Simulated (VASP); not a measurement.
VASP ran on this input.

**POSCAR**
```
CdTe
4.6198060
  0.0000000000   0.7071067943   0.7071067943
  0.7071067943   0.0000000000   0.7071067943
  0.7071067943   0.7071067943   0.0000000000
Cd Te
1 1
Cart
  0.0000000000   0.0000000000   0.0000000000
  0.3535533972   0.3535533972   0.3535533972
```

KPOINTS:
```
K-points
0
G
8 8 8
```

### INCAR
```
NEDOS = 601   # DOS grid
GGA = PE   # PBE
LMAXMIX = 4
ALGO = Normal
ISMEAR = -5
PREC = Accurate
LORBIT = 11   # lm-projected
LCHARG = .TRUE.
LREAL = .FALSE.   # projection in real space or not
ENCUT = 520   # plane-wave cut-off (eV)
IVDW = 11   # D3, zero damping
LASPH = .TRUE.   # aspherical one-centre terms
NELM = 100   # most electronic steps
EDIFF = 1E-7   # SCF stop (eV)
SYSTEM = CdTe
LWAVE = .FALSE.
ISIF = 2   # forces and stress, cell fixed
```

POTCAR, in this order: Cd Te (PBE.64 set). Program: vasp_std.

Problem. Translate this PBE-D3 (zero damping) calculation to Quantum ESPRESSO's pw.x.

Solution. One equivalent input (not run):
```
&CONTROL
  calculation = 'scf'
  pseudo_dir = './pseudo'
  outdir = './out'
  tprnfor = .true.
  tstress = .true.
/
&SYSTEM
  ibrav = 0
  nat = 2
  ntyp = 2
  ecutwfc = 102
  occupations = 'tetrahedra'
  input_dft = 'pbe'
  vdw_corr = 'grimme-d3'
  dftd3_version = 3
  dftd3_threebody = .false.
/
&ELECTRONS
  conv_thr = 7.3e-09
  electron_maxstep = 100
/
ATOMIC_SPECIES
  Cd 112.414 Cd.upf
  Te 127.600 Te.upf
CELL_PARAMETERS angstrom
     0.0000000    3.2666962    3.2666962
     3.2666962    0.0000000    3.2666962
     3.2666962    3.2666962    0.0000000
ATOMIC_POSITIONS crystal
  Cd   0.0000000  0.0000000  0.0000000
  Te   0.2500000  0.2500000  0.2500000
K_POINTS automatic
  8 8 8 0 0 0
```
Limits of the translation: the potentials are each code's own (VASP's PAW set, PseudoDojo norm-conserving files in pw.x), so ENCUT and ecutwfc are chosen apart and not converted; conv_thr bounds pw.x's estimated SCF error, while EDIFF bounds the energy change between steps.

The compound is CdTe in the zinc blende structure. It was relaxed first.
